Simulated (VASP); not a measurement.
Here is the system:

```yaml
crystal:
  lattice:
    - [0.00000, 3.49000, 3.49000]
    - [3.49000, 0.00000, 3.49000]
    - [3.49000, 3.49000, 0.00000]
  atoms:
    - { symbol: Sr, position: [0.00000, 0.00000, 0.00000] }
    - { symbol: Cl, position: [0.25000, 0.25000, 0.25000] }
    - { symbol: Cl, position: [0.75000, 0.75000, 0.75000] }
```

Calculation: PBE GGA, VASP's PBE PAW potentials (set 64) (plane waves; VASP 6.6.1). Numerical set-up: 400 eV cut-off, KSPACING 0.4 per Å, Gaussian smearing of 0.050 eV, potentials Sr_sv Cl.

Gaps are read on the run's mesh, which can miss a band edge.

Problem. Estimate the energy per atom (σ→0), band gap (on the k-mesh) with the smallest direct gap where there is one.

Solution. 
```json
{
  "band gap (on the k-mesh)": "5.33 eV",
  "smallest direct gap (on the k-mesh)": "5.50 eV",
  "energy per atom (σ→0)": "-4.260 eV/atom"
}
```

The absolute energy has meaning only against runs of the same code, potentials and settings.

The compound is SrCl2 in the fluorite structure. The cell was not relaxed at this level. The run is one of a series of settings (KGAMMA = .TRUE., KSPACING = 0.4, KPOINTS file removed against the base run), some of them coarse on purpose.
